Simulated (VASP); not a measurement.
# What goes wrong when InSb is relaxed with a bad input, part 2 of 2

Aim: see how common mistakes in a VASP relaxation show up, on InSb. The starting structure is a measured crystal structure from the Crystallography Open Database. The first relaxation on each setting starts from this cell expanded by 3 % in volume.

VASP 6.6.1.

Results so far: reference 34.67 Å³ an atom; an ionic step far too long 34.66 Å³ an atom; a leftover external pressure of 100 kbar 29.54 Å³ an atom.

## Step 5: Relaxation with too few ionic steps (continued)

Level of this step: PBEsol; plane waves and PAW (Sb, In_d) (VASP).

OUTCAR, selected parts (step 5):

```text
  Total        0.0606845      0.0606845      0.0606845     -0.0000000      0.0000000      0.0000000
  in kB        1.4066964      1.4066964      1.4066964     -0.0000000      0.0000000      0.0000000
  external PRESSURE =       1.4066964 kB  Pullay stress =       0.0000000 kB

 POSITION                                       TOTAL-FORCE (eV/Angst)
 -----------------------------------------------------------------------------------
      4.88589      4.88589      4.88589         0.000000      0.000000      0.000000
      3.25726      3.25726      0.00000        -0.000000     -0.000000     -0.000000
 -----------------------------------------------------------------------------------
    total drift:                                0.000000      0.000000      0.000000

  FREE ENERGIE OF THE ION-ELECTRON SYSTEM (eV)
  ---------------------------------------------------
  free  energy   TOTEN  =        -7.6989436507 eV

  energy  without entropy=       -7.6988664815  energy(sigma->0) =       -7.69890507

[... 1 part as in an earlier step ...]

[... 2 further parts left out ...]
[key lines of the parts left out:]
E-fermi :   4.8061
```

The relaxation used up its 2 ionic steps (NSW) before forces and stress met EDIFFG.

## Step 6: Relaxation with too few electronic steps

A slip made on purpose: too few electronic steps. Against step 2 the input has NELM = 4 (also changed: NSW).

INCAR reads:

```
SYSTEM = InSb
PREC = Accurate
ENCUT = 450
EDIFF = 1E-06
NELM = 4
ISMEAR = 0
SIGMA = 0.05
LREAL = .FALSE.
ALGO = Normal
GGA = PS
NBANDS = 15
LORBIT = 11
LWAVE = .FALSE.
LCHARG = .FALSE.
KPAR = 8
IBRION = 2
NSW = 30
ISIF = 3
EDIFFG = -0.006
```

POSCAR reads:

```
InSb
1.0
    0.0000000000      3.2711723829      3.2711723829
    3.2711723829      0.0000000000      3.2711723829
    3.2711723829      3.2711723829      0.0000000000
Sb In
1 1
Direct
    0.7500000000      0.7500000000      0.7500000000
    0.0000000000      0.0000000000      0.0000000000
```

KPOINTS reads:

```
Automatic mesh
0
Gamma
10 10 10
0 0 0
```

PAW data sets: Sb and In_d (PBE family, release 64).

The run is started by

```bash
mpirun -np 8 vasp_std
```

What it wrote:

```text
[... set-up lines as in an earlier step ...]
 entering main loop
       N       E                     dE             d eps       ncg     rms          rms(c)
[... 4 cycles as in an earlier step ...]
 -----------------------------------------------------------------------------
|                                                                             |
|           W    W    AA    RRRRR   N    N  II  N    N   GGGG   !!!           |
|           W    W   A  A   R    R  NN   N  II  NN   N  G    G  !!!           |
|           W    W  A    A  R    R  N N  N  II  N N  N  G       !!!           |
|           W WW W  AAAAAA  RRRRR   N  N N  II  N  N N  G  GGG   !            |
|           WW  WW  A    A  R   R   N   NN  II  N   NN  G    G                |
|           W    W  A    A  R    R  N    N  II  N    N   GGGG   !!!           |
|                                                                             |
|     The electronic self-consistency was not achieved in the given           |
|     number of steps (NELM). The forces and other quantities evaluated       |
[...]
|     convergence or switching to a different ALGO or adjusting the           |
|     density mixing parameters otherwise.                                    |
|                                                                             |
 -----------------------------------------------------------------------------

   1 F= -.78278799E+01 E0= -.78278413E+01  d E =-.782788E+01
[...]
|     The electronic self-consistency was not achieved in the given           |
[... from here on, the cycles between the ionic steps are left out ...]
   2 F= -.65677479E+01 E0= -.65677479E+01  d E =0.126013E+01
[...]
|     The electronic self-consistency was not achieved in the given           |
   3 F= -.74787035E+01 E0= -.74787035E+01  d E =0.349176E+00
   4 F= -.76375225E+01 E0= -.76375074E+01  d E =0.190357E+00
   5 F= -.76765223E+01 E0= -.76764835E+01  d E =0.151358E+00
   6 F= -.76959631E+01 E0= -.76959245E+01  d E =0.131917E+00
   7 F= -.76983797E+01 E0= -.76983411E+01  d E =0.129500E+00
   8 F= -.76989934E+01 E0= -.76989548E+01  d E =0.128887E+00
   9 F= -.76990056E+01 E0= -.76989671E+01  d E =0.128874E+00
  10 F= -.76990347E+01 E0= -.76989961E+01  d E =0.128845E+00
[...]
reached required accuracy - stopping structural energy minimisation
```

Run time: 17 s. Hardware: 8 MPI ranks of Intel Xeon 6975P-C (Granite Rapids), shared host; peak memory 1.8 GiB.

From OUTCAR (step 6):

```text
  Total        0.0046237      0.0046237      0.0046237     -0.0000000      0.0000000     -0.0000000
  in kB        0.1068785      0.1068785      0.1068785     -0.0000000      0.0000000     -0.0000000
  external PRESSURE =       0.1068785 kB  Pullay stress =       0.0000000 kB

 POSITION                                       TOTAL-FORCE (eV/Angst)
 -----------------------------------------------------------------------------------
      4.89048      4.89048      4.89048         0.000000     -0.000000      0.000000
      0.00000      0.00000      0.00000        -0.000000      0.000000     -0.000000
 -----------------------------------------------------------------------------------
    total drift:                                0.000000      0.000000      0.000000

  FREE ENERGIE OF THE ION-ELECTRON SYSTEM (eV)
  ---------------------------------------------------
  free  energy   TOTEN  =        -7.6990347243 eV

  energy  without entropy=       -7.6989575516  energy(sigma->0) =       -7.69899614

[... 2 parts as in an earlier step ...]

[... 2 further parts left out ...]
[key lines of the parts left out:]
E-fermi :   4.7769
```

Logs of long relaxations may skip ionic steps without a mark.

The search for the minimum reports success, but an electronic loop had used up its NELM cycles before it reached EDIFF, so the run counts as unconverged.

## Step 7: The runs compared

```csv
run,ended,volume (Å³/atom),change (%),bulk modulus (GPa),pressure left (GPa),core minutes
reference,converged,34.667,-,42.9,0.01,1.12
an ionic step far too long,converged,34.663,-0.01,-,0.0,1.57
a leftover external pressure of 100 kbar,converged,29.541,-14.79,-,10.01,2.93
too few ionic steps,not converged,-,-,-,-,0.907
too few electronic steps,not converged,-,-,-,-,2.27
```

Core minutes are wall time times ranks, summed over the relaxations behind a row (those for a bulk modulus apart), on shared hosts.

## Step 8: Outcome

| Property | Result |
| --- | --- |
| volume of the reference | 34.67 Å³/atom |
| volume against the reference, an ionic step far too long | -0.01 % |
| volume against the reference, a leftover external pressure of 100 kbar | -14.79 % |
| run with too few ionic steps | not converged |
| run with too few electronic steps | not converged |

What this shows: The runs with too few ionic steps and too few electronic steps didn't converge. Finished, but with signs in the output that stand out against the reference: a leftover external pressure of 100 kbar, with the volume changed by -14.8 % (signs: the Pulay stress that OUTCAR prints, which here is the typed pressure). Little came of an ionic step far too long in this material. Further runs on this material are not shown.

[Lines on the potential files, build, host, timing and source positions are cut from VASP's logs without a mark.]

[Logs are printed without paths, hosts, clocks, repeated set-up lines and the standing remarks that a program may print on its own settings, such as how far it seeks lower states.]

[Hosts, paths, dates, database ids (printed as entryN), source tags and the programs' standing remarks are cut or masked in the printed files.]
